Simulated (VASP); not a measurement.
# MgO (Periclase) with optB86b-vdW: from relaxation to properties, part 4 of 4

Aim: relax MgO (Periclase) with optB86b-vdW, compute its properties on that cell and hold them against experiment. The start is a cell from a database of measured crystal structures.

VASP 6.6.1; optB86b-vdW; plane waves and PAW (Mg, O).

So far, gap on the k-mesh (eV): step 2 (relaxing cell and atoms (optB86b-vdW)) 4.78; step 5 (total and projected DOS (optB86b-vdW)) 4.78. The relaxed cell has a = 4.222 Å (conventional setting).

The database entry behind the starting cell differs from later determinations by our own check (about 0.1 % long), so it need not match the best structure at ambient conditions.

**7. Response to an electric field (optB86b-vdW)**

The response to a static field gives the electronic dielectric tensor and the Born charges. It needs tightly converged orbitals, hence the small EDIFF.

The input, INCAR:

```
SYSTEM = MgO
PREC = Accurate
ENCUT = 520
EDIFF = 1E-07
NELM = 100
ISMEAR = 0
SIGMA = 0.01
LREAL = .FALSE.
ALGO = Normal
GGA = MK
AGGAC = 0
LUSE_VDW = .TRUE.
PARAM1 = 0.1234
PARAM2 = 1
LASPH = .TRUE.
NBANDS = 10
LORBIT = 11
LWAVE = .FALSE.
LCHARG = .FALSE.
LCALCEPS = .TRUE.
LPEAD = .TRUE.
```

The input, POSCAR:

```
MgO
1.0
    0.0000000000      2.1110313027      2.1110313027
    2.1110313027      0.0000000000      2.1110313027
    2.1110313027      2.1110313027      0.0000000000
Mg O
1 1
Direct
    0.0000000000      0.0000000000      0.0000000000
    0.5000000000      0.5000000000      0.5000000000
```

The input, KPOINTS:

```
Automatic mesh
0
Gamma
7 7 7
0 0 0
```

Potentials, in the order of the species: Mg and O (PBE family, release 64).

Launch:

```console
$ mpirun -np 2 vasp_std
```

The program printed:

```text
[... set-up lines as in an earlier step ...]
 entering main loop
       N       E                     dE             d eps       ncg     rms          rms(c)
DAV:   1     0.184784992411E+02    0.18478E+02   -0.45842E+03   448   0.703E+02
DAV:   2    -0.101364220415E+02   -0.28615E+02   -0.27762E+02   440   0.141E+02
DAV:   3    -0.107543465107E+02   -0.61792E+00   -0.61758E+00   480   0.196E+01
DAV:   4    -0.107557661795E+02   -0.14197E-02   -0.14196E-02   448   0.106E+00
DAV:   5    -0.107557700589E+02   -0.38795E-05   -0.38795E-05   464   0.573E-02    0.720E+00
DAV:   6    -0.921970507902E+01    0.15361E+01   -0.91390E+00   402   0.179E+01    0.226E+00
DAV:   7    -0.920611763323E+01    0.13587E-01   -0.50614E-02   414   0.219E+00    0.133E+00
DAV:   8    -0.920069253095E+01    0.54251E-02   -0.29333E-02   404   0.207E+00    0.214E-01
DAV:   9    -0.920044646621E+01    0.24606E-03   -0.30187E-04   458   0.136E-01    0.138E-01
DAV:  10    -0.920042947938E+01    0.16987E-04   -0.48447E-04   416   0.182E-01    0.610E-03
DAV:  11    -0.920042913878E+01    0.34060E-06   -0.31219E-06   430   0.147E-02    0.550E-03
DAV:  12    -0.920042871514E+01    0.42364E-06   -0.67741E-07   430   0.724E-03    0.447E-04
DAV:  13    -0.920042870819E+01    0.69552E-08   -0.26852E-08   218   0.109E-03
       N       E                     dE             d eps       ncg     rms          rms(c)
SDA:   1    -0.920042860586E+01   -0.92004E+01   -0.53796E-10  1000   0.134E-09   0.000E+00
DMP:   2    -0.920042860426E+01    0.16042E-08   -0.75756E-10  1000   0.174E-09   0.409E-10
 final diagonalization occupied
 p_tot=( -0.127E+02 -0.127E+02 -0.127E+02 )
       N       E                     dE             d eps       ncg     rms          rms(c)
 p_tot=( -0.127E+02 -0.127E+02 -0.127E+02 )
dp_tot=(  0.000E+00  0.000E+00  0.000E+00 )  diag[e(oo)]=(  1.00000    ---      ---   )
SDA:   1    -0.920042860430E+01    0.15592E-08   -0.88548E-05  1000   0.221E-04   0.000E+00
 p_tot=( -0.127E+02 -0.127E+02 -0.127E+02 )
dp_tot=(  0.885E-03  0.534E-07  0.534E-07 )  diag[e(oo)]=(  1.85159    ---      ---   )
DMP:   2    -0.920043543927E+01   -0.68350E-05   -0.53136E-05  1000   0.703E-05   0.120E-04
 p_tot=( -0.127E+02 -0.127E+02 -0.127E+02 )
dp_tot=(  0.183E-02  0.113E-06  0.113E-06 )  diag[e(oo)]=(  2.75706    ---      ---   )
DMP:   3    -0.920043862480E+01   -0.31855E-05   -0.10734E-05  1000   0.131E-05   0.264E-05
 p_tot=( -0.127E+02 -0.127E+02 -0.127E+02 )
dp_tot=(  0.239E-02  0.154E-06  0.154E-06 )  diag[e(oo)]=(  3.29608    ---      ---   )
DMP:   4    -0.920043894092E+01   -0.31612E-06   -0.30758E-06  1000   0.134E-05  -0.110E-05
 p_tot=( -0.127E+02 -0.127E+02 -0.127E+02 )
dp_tot=(  0.253E-02  0.172E-06  0.172E-06 )  diag[e(oo)]=(  3.43718    ---      ---   )
DMP:   5    -0.920043905257E+01   -0.11165E-06   -0.37576E-06  1000   0.105E-05  -0.211E-06
 p_tot=( -0.127E+02 -0.127E+02 -0.127E+02 )
dp_tot=(  0.244E-02  0.173E-06  0.173E-06 )  diag[e(oo)]=(  3.34824    ---      ---   )
DMP:   6    -0.920043928573E+01   -0.23316E-06   -0.23302E-06  1000   0.465E-06   0.226E-06
 p_tot=( -0.127E+02 -0.127E+02 -0.127E+02 )
dp_tot=(  0.229E-02  0.168E-06  0.168E-06 )  diag[e(oo)]=(  3.20676    ---      ---   )
DMP:   7    -0.920043941656E+01   -0.13083E-06   -0.87304E-07  1000   0.181E-06   0.716E-07
 p_tot=( -0.127E+02 -0.127E+02 -0.127E+02 )
dp_tot=(  0.219E-02  0.161E-06  0.161E-06 )  diag[e(oo)]=(  3.10921    ---      ---   )
DMP:   8    -0.920043945491E+01   -0.38348E-07   -0.36106E-07  1000   0.104E-06  -0.265E-07
 final diagonalization full
 p_tot=( -0.127E+02 -0.127E+02 -0.127E+02 )
dp_tot=(  0.215E-02  0.157E-06  0.157E-06 )  diag[e(oo)]=(  3.07248    ---      ---   )
       N       E                     dE             d eps       ncg     rms          rms(c)
SDA:   1    -0.920042860430E+01    0.10812E-04   -0.10672E-10  1000   0.267E-10   0.000E+00
DMP:   2    -0.920042860434E+01   -0.43599E-10   -0.64545E-11  1000   0.101E-10   0.159E-10
 final diagonalization occupied
 p_tot=( -0.127E+02 -0.127E+02 -0.127E+02 )
       N       E                     dE             d eps       ncg     rms          rms(c)
 p_tot=( -0.127E+02 -0.127E+02 -0.127E+02 )
dp_tot=(  0.000E+00  0.000E+00  0.000E+00 )  diag[e(oo)]=(    ---    1.00000    ---   )
SDA:   1    -0.920042860435E+01   -0.58435E-10   -0.88548E-05  1000   0.221E-04   0.000E+00
 p_tot=( -0.127E+02 -0.127E+02 -0.127E+02 )
dp_tot=(  0.526E-07  0.885E-03  0.528E-07 )  diag[e(oo)]=(    ---    1.85159    ---   )
DMP:   2    -0.920043543934E+01   -0.68350E-05   -0.53136E-05  1000   0.703E-05   0.120E-04
 p_tot=( -0.127E+02 -0.127E+02 -0.127E+02 )
dp_tot=(  0.112E-06  0.183E-02  0.113E-06 )  diag[e(oo)]=(    ---    2.75706    ---   )
DMP:   3    -0.920043862479E+01   -0.31854E-05   -0.10734E-05  1000   0.131E-05   0.264E-05
 p_tot=( -0.127E+02 -0.127E+02 -0.127E+02 )
dp_tot=(  0.154E-06  0.239E-02  0.154E-06 )  diag[e(oo)]=(    ---    3.29608    ---   )
DMP:   4    -0.920043894092E+01   -0.31613E-06   -0.30758E-06  1000   0.134E-05  -0.110E-05
 p_tot=( -0.127E+02 -0.127E+02 -0.127E+02 )
dp_tot=(  0.172E-06  0.253E-02  0.172E-06 )  diag[e(oo)]=(    ---    3.43718    ---   )
DMP:   5    -0.920043905262E+01   -0.11171E-06   -0.37576E-06  1000   0.105E-05  -0.211E-06
 p_tot=( -0.127E+02 -0.127E+02 -0.127E+02 )
dp_tot=(  0.173E-06  0.244E-02  0.173E-06 )  diag[e(oo)]=(    ---    3.34824    ---   )
DMP:   6    -0.920043928579E+01   -0.23317E-06   -0.23302E-06  1000   0.465E-06   0.226E-06
 p_tot=( -0.127E+02 -0.127E+02 -0.127E+02 )
dp_tot=(  0.168E-06  0.229E-02  0.168E-06 )  diag[e(oo)]=(    ---    3.20676    ---   )
DMP:   7    -0.920043941660E+01   -0.13080E-06   -0.87303E-07  1000   0.181E-06   0.716E-07
 p_tot=( -0.127E+02 -0.127E+02 -0.127E+02 )
dp_tot=(  0.161E-06  0.219E-02  0.161E-06 )  diag[e(oo)]=(    ---    3.10921    ---   )
DMP:   8    -0.920043945492E+01   -0.38323E-07   -0.36106E-07  1000   0.104E-06  -0.265E-07
 final diagonalization full
 p_tot=( -0.127E+02 -0.127E+02 -0.127E+02 )
dp_tot=(  0.157E-06  0.215E-02  0.157E-06 )  diag[e(oo)]=(    ---    3.07248    ---   )
       N       E                     dE             d eps       ncg     rms          rms(c)
SDA:   1    -0.920042860424E+01    0.10812E-04   -0.87244E-12  1000   0.218E-11   0.000E+00
DMP:   2    -0.920042860425E+01   -0.74465E-11   -0.54468E-12  1000   0.860E-12   0.131E-11
 final diagonalization occupied
 p_tot=( -0.127E+02 -0.127E+02 -0.127E+02 )
       N       E                     dE             d eps       ncg     rms          rms(c)
 p_tot=( -0.127E+02 -0.127E+02 -0.127E+02 )
dp_tot=(  0.000E+00  0.000E+00  0.000E+00 )  diag[e(oo)]=(    ---      ---    1.00000 )
SDA:   1    -0.920042860425E+01   -0.79012E-11   -0.88548E-05  1000   0.221E-04   0.000E+00
 p_tot=( -0.127E+02 -0.127E+02 -0.127E+02 )
dp_tot=(  0.531E-07  0.531E-07  0.885E-03 )  diag[e(oo)]=(    ---      ---    1.85159 )
DMP:   2    -0.920043543922E+01   -0.68350E-05   -0.53136E-05  1000   0.703E-05   0.120E-04
 p_tot=( -0.127E+02 -0.127E+02 -0.127E+02 )
dp_tot=(  0.113E-06  0.113E-06  0.183E-02 )  diag[e(oo)]=(    ---      ---    2.75706 )
DMP:   3    -0.920043862467E+01   -0.31855E-05   -0.10734E-05  1000   0.131E-05   0.264E-05
 p_tot=( -0.127E+02 -0.127E+02 -0.127E+02 )
dp_tot=(  0.154E-06  0.154E-06  0.239E-02 )  diag[e(oo)]=(    ---      ---    3.29608 )
DMP:   4    -0.920043894078E+01   -0.31611E-06   -0.30758E-06  1000   0.134E-05  -0.110E-05
 p_tot=( -0.127E+02 -0.127E+02 -0.127E+02 )
dp_tot=(  0.172E-06  0.172E-06  0.253E-02 )  diag[e(oo)]=(    ---      ---    3.43718 )
DMP:   5    -0.920043905248E+01   -0.11169E-06   -0.37576E-06  1000   0.105E-05  -0.211E-06
 p_tot=( -0.127E+02 -0.127E+02 -0.127E+02 )
dp_tot=(  0.173E-06  0.173E-06  0.244E-02 )  diag[e(oo)]=(    ---      ---    3.34824 )
DMP:   6    -0.920043928566E+01   -0.23319E-06   -0.23302E-06  1000   0.465E-06   0.226E-06
 p_tot=( -0.127E+02 -0.127E+02 -0.127E+02 )
dp_tot=(  0.168E-06  0.168E-06  0.229E-02 )  diag[e(oo)]=(    ---      ---    3.20676 )
DMP:   7    -0.920043941645E+01   -0.13079E-06   -0.87303E-07  1000   0.181E-06   0.716E-07
 p_tot=( -0.127E+02 -0.127E+02 -0.127E+02 )
dp_tot=(  0.161E-06  0.161E-06  0.219E-02 )  diag[e(oo)]=(    ---      ---    3.10921 )
DMP:   8    -0.920043945479E+01   -0.38337E-07   -0.36105E-07  1000   0.104E-06  -0.265E-07
 final diagonalization full
 p_tot=( -0.127E+02 -0.127E+02 -0.127E+02 )
dp_tot=(  0.157E-06  0.157E-06  0.215E-02 )  diag[e(oo)]=(    ---      ---    3.07248 )
   1 F= -.92004395E+01 E0= -.92004395E+01  d E =-.158581E-17
```

It took 6 min on 2 MPI ranks of AMD EPYC 7R43, shared host; peak memory 0.49 GiB; 12 min of CPU time.

OUTCAR, selected parts (step 7):

```text
   k-points           NKPTS =     20   k-points in BZ     NKDIM =     20   number of bands    NBANDS=     10

   NELECT =       8.0000    total number of electrons

            Ionic dipole moment: p[ion]=(   -12.66619   -12.66619   -12.66619 ) |e| Angst

 Total electronic dipole moment: p[elc]=(     0.00000     0.00000     0.00215 ) |e| Angst

 MACROSCOPIC STATIC DIELECTRIC TENSOR (including local field effects)
 ------------------------------------------------------
           3.072476     0.000000     0.000000
           0.000000     3.072476     0.000000
          -0.000000    -0.000000     3.072476
 ------------------------------------------------------

 PIEZOELECTRIC TENSOR (including local field effects) (C/m^2)
          XX          YY          ZZ          XY          YZ          ZX
  --------------------------------------------------------------------------------
  x     0.00000     0.00000     0.00000     0.00000     0.00000     0.00000
  y     0.00000     0.00000     0.00000     0.00000     0.00000     0.00000
  z     0.00000     0.00000     0.00000     0.00000     0.00000     0.00000

 BORN EFFECTIVE CHARGES (including local field effects) (in |e|, cummulative output)
 ---------------------------------------------------------------------------------
 ion    1
    1     1.91758    -0.00000     0.00000
    2    -0.00000     1.91758    -0.00000
    3     0.00000    -0.00000     1.91758
 ion    2
    1    -1.91758     0.00000    -0.00000
    2     0.00000    -1.91758     0.00000
    3    -0.00000     0.00000    -1.91758

Total vdW correction in eV:      2.0428051

  Total       -0.0126767     -0.0126767     -0.0126767      0.0000000      0.0000000      0.0000000
  in kB       -1.0794471     -1.0794471     -1.0794471      0.0000000      0.0000000      0.0000000
  external PRESSURE =      -1.0794471 kB  Pullay stress =       0.0000000 kB

Total vdW correction in eV:      2.0428051

[... 7 parts as in an earlier step ...]

[... 4 further parts left out ...]
```

Energies printed during the response cycles are not total energies of the cell.

Numbers from this step:

```
irreducible k-points : 20
```

Electronic dielectric tensor with local fields:

```
3.07 0.00 0.00
0.00 3.07 0.00
0.00 0.00 3.07
```

Born effective charge (e), principal values of the symmetric part by kind of site:

```tsv
atom	atoms with these values	low	middle	high	mean
Mg1	1	1.92	1.92	1.92	1.92
O2	1	-1.92	-1.92	-1.92	-1.92
```

In full for O2:

```
-1.92  0.00  0.00
 0.00 -1.92  0.00
 0.00  0.00 -1.92
```

The Born charges sum to zero; the printed set may have that rule imposed, so this is no test. Born charges and mode vectors give each infrared mode its dipole; summed over the modes, dipole squared over frequency squared adds 6.42 to the electronic 3.07, for a mean static constant of 9.49. With one infrared mode the Lyddane-Sachs-Teller relation, LO/TO = (ε0/ε∞)^½, puts the longitudinal line at 693 cm⁻¹. The mean Born charge of O, -1.92 e, lies near its nominal -2, though a dynamic charge doesn't by itself measure how ionic a bond is.

**8. What came out**

| Property | Result |
| --- | --- |
| relaxed volume | 9.408 Å³/atom |
| relaxed conventional cell a, b, c | 4.222, 4.222, 4.222 Å |
| space group after relaxing, within 0.02 Å | Fm-3m (No. 225) |
| band gap | 4.78 eV, direct |
| gap among the points of the DOS mesh alone, an upper bound | 4.78 eV |
| highest zone-centre mode | 394 cm⁻¹ |
| static dielectric constant from modes and Born charges, mean | 9.49 |
| LO mode by the Lyddane-Sachs-Teller relation | 693 cm⁻¹ |
| electronic dielectric constant, mean | 3.07 |

In words: With optB86b-vdW, MgO (Periclase) relaxes to 9.408 Å³/atom in space group Fm-3m (held by the symmetry of the run) and has a direct gap of 4.78 eV. Against the listed cell the volume lies +0.4 %. Bands along the symmetry lines (optB86b-vdW): On this path the gap is direct, 4.78 eV, with the valence top at Γ and the conduction bottom at Γ. Zone-centre phonons (optB86b-vdW): The highest mode in this list at Γ, 394.0 cm⁻¹, has its largest share on O (60 % of the kinetic energy). Response to an electric field (optB86b-vdW): The electronic dielectric tensor with local fields is isotropic, 3.07. Response to an electric field (optB86b-vdW): Mean Born effective charge: Mg1 1.92, O2 -1.92 e. Semilocal functionals usually underestimate gaps. Modes at Γ alone can't show that the crystal is stable at other wave vectors, and the LO-TO splitting is not included. No search among competing phases was made, and a listed structure need not be the one stable at ambient conditions. All values are for a static lattice at zero temperature.

Computed beside measured:

| quantity | measured | optB86b-vdW |
| --- | --- | --- |
| lattice constant a (Å) | 4.21322 | 4.222 (+0.2 %) |
| band gap (least gap) (eV) | 7.83 | 4.78 (-3.05 eV) |
| infrared mode, TO phonon at Gamma (T1u) (cm⁻¹) | 396.5 | 394 (-0.6 %) |

Measured values from pmc:11084758 (2024), arxiv:0908.1581 (2009) and arxiv:0704.2267 (2007).

**Verdict.** The lattice constant a is off by +0.2 %: good agreement. The band gap is off by -3.05 eV: a clear miss. Local and semilocal functionals usually give gaps below the measured ones. Zero-point and thermal motion shift the measured gap. The infrared mode is off by -0.6 %: good agreement. The grades are ours: good and fair within 0.7 and 1.5 % for the lattice constant a and 3 and 7 % for the infrared mode. Zero-point motion and thermal expansion (measured at up to 295 K) are not in the computed lattice constants and infrared mode.

[Lines on the potential files, build, host, timing and source positions are cut from VASP's logs without a mark.]

[Logs are printed without paths, hosts, clocks, repeated set-up lines and the standing remarks that a program may print on its own settings, such as how far it seeks lower states.]

[Hosts, paths, dates, database ids (printed as entryN), source tags and the programs' standing remarks are cut or masked in the printed files.]

[A measured line is paired with the nearest computed mode of its activity, which favours agreement.]
